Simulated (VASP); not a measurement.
Computed with PBEsol GGA, VASP's PBE PAW potentials (set 64) (plane waves; VASP 6.6.1).

VASP input:

### KPOINTS
```
K-points
0
Gamma
 5 5 5
```

POSCAR:
```
PtAl2
4.1790010
  0.0000000000   0.7071067942   0.7071067942
  0.7071067942   0.0000000000   0.7071067942
  0.7071067942   0.7071067942   0.0000000000
Al Pt
2 1
Cart
  0.3535533971   0.3535533971   0.3535533971
  1.0606601913   1.0606601913   1.0606601913
  0.0000000000   0.0000000000   0.0000000000
```

**INCAR**
```
ALGO = Normal
EDIFF = 1E-6
ENCUT = 300
GGA = PS
ISIF = 2
ISMEAR = 0
LASPH = .True.
LCHARG = .False.
LMAXMIX = 6
LREAL = .False.
LWAVE = .False.
NELM = 100
PREC = Accurate
SIGMA = 0.136
SYSTEM = PtAl2
```

POTCAR, in this order: Al Pt (PBE.64 set). Program: vasp_std.

Output of the run:

### OSZICAR
```
       N       E                     dE             d eps       ncg     rms          rms(c)
DAV:   1     0.232575607340E+02    0.23258E+02   -0.50074E+03   280   0.708E+02
DAV:   2    -0.174165810322E+02   -0.40674E+02   -0.35813E+02   284   0.139E+02
DAV:   3    -0.183325392537E+02   -0.91596E+00   -0.90408E+00   312   0.205E+01
DAV:   4    -0.183398255440E+02   -0.72863E-02   -0.72776E-02   276   0.210E+00
DAV:   5    -0.183399315749E+02   -0.10603E-03   -0.10602E-03   312   0.265E-01    0.893E+00
DAV:   6    -0.178413893853E+02    0.49854E+00   -0.25799E+00   276   0.159E+01    0.236E+00
DAV:   7    -0.177471565422E+02    0.94233E-01   -0.22323E-01   256   0.479E+00    0.176E+00
DAV:   8    -0.177096036267E+02    0.37553E-01   -0.35330E-02   288   0.177E+00    0.272E-01
DAV:   9    -0.177093130467E+02    0.29058E-03   -0.19213E-03   304   0.421E-01    0.177E-01
DAV:  10    -0.177093571767E+02   -0.44130E-04   -0.24157E-04   272   0.139E-01    0.203E-02
DAV:  11    -0.177093508636E+02    0.63131E-05   -0.21756E-05   284   0.488E-02    0.766E-03
DAV:  12    -0.177093509487E+02   -0.85071E-07   -0.15897E-06   184   0.103E-02
   1 F= -.17709351E+02 E0= -.17694772E+02  d E =-.291572E-01
```

OUTCAR:
```
------------------------ aborting loop because EDIFF is reached ----------------------------------------
  FORCE on cell =-STRESS in cart. coord.  units (eV):
  Direction    XX          YY          ZZ          XY          YZ          ZX
  --------------------------------------------------------------------------------------
  Total       -0.2851000     -0.2851000     -0.2851000      0.0000000     -0.0000000      0.0000000
  in kB       -8.8512653     -8.8512653     -8.8512653      0.0000000     -0.0000000      0.0000000
  external PRESSURE =      -8.8512653 kB  Pullay stress =       0.0000000 kB
  volume of cell :       51.61
      direct lattice vectors                 reciprocal lattice vectors
     0.000000000  2.955000000  2.955000000    -0.169204738  0.169204738  0.169204738
     2.955000000  0.000000000  2.955000000     0.169204738 -0.169204738  0.169204738
     2.955000000  2.955000000  0.000000000     0.169204738  0.169204738 -0.169204738
 POSITION                                       TOTAL-FORCE (eV/Angst)
 -----------------------------------------------------------------------------------
      1.47750      1.47750      1.47750         0.000000      0.000000      0.000000
      4.43250      4.43250      4.43250        -0.000000     -0.000000     -0.000000
      0.00000      0.00000      0.00000        -0.000000      0.000000     -0.000000
 -----------------------------------------------------------------------------------
    total drift:                               -0.000000      0.000000      0.000000
  FREE ENERGIE OF THE ION-ELECTRON SYSTEM (eV)
  ---------------------------------------------------
  free  energy   TOTEN  =       -17.7093509487 eV

  energy  without entropy=      -17.6801937985  energy(sigma->0) =      -17.69477237
```
(Selected blocks of OUTCAR.)

At this cut-off the stress carries a Pulay error, which pulls relaxed volumes low.

The structure is a typed PtAl2 crystal (Fm-3m). The cell was not relaxed at this level. The k-mesh is coarse (spacing up to 0.37 per Å, 2π included), so the numbers may not be converged in it. The run is one of a series of settings (KPOINTS 5×5×5 Γ-centred mesh against the base run), some of them coarse on purpose.
